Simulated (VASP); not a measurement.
Data:

```xyz
4
Lattice="4.1590 0.0000 0.0000 0.0000 4.1590 0.0000 0.0000 0.0000 4.1590" Properties=species:S:1:pos:R:3 pbc="T T T"
Sc     0.0000     0.0000     0.0000
Al     0.0000     2.0795     2.0795
Al     2.0795     0.0000     2.0795
Al     2.0795     2.0795     0.0000
```

Method: TPSS meta-GGA, VASP's PBE PAW potentials (set 64) (plane waves; VASP). Numerical set-up: 520 eV cut-off, 8×8×8 Γ-centred mesh, first-order Methfessel-Paxton smearing of 0.10 eV, potentials Sc_sv Al.

Problem. Give the stress tensor in GPa (positive for a compressed cell).

Solution. 
```
-4.72   0.00   0.00
 0.00  -4.72   0.00
 0.00   0.00  -4.72
```
The pressure is its mean diagonal, -4.72 GPa.

The compound is Al3Sc in the L1_2 structure. This cell is one point of a volume scan, at 1.06 of the reference volume.
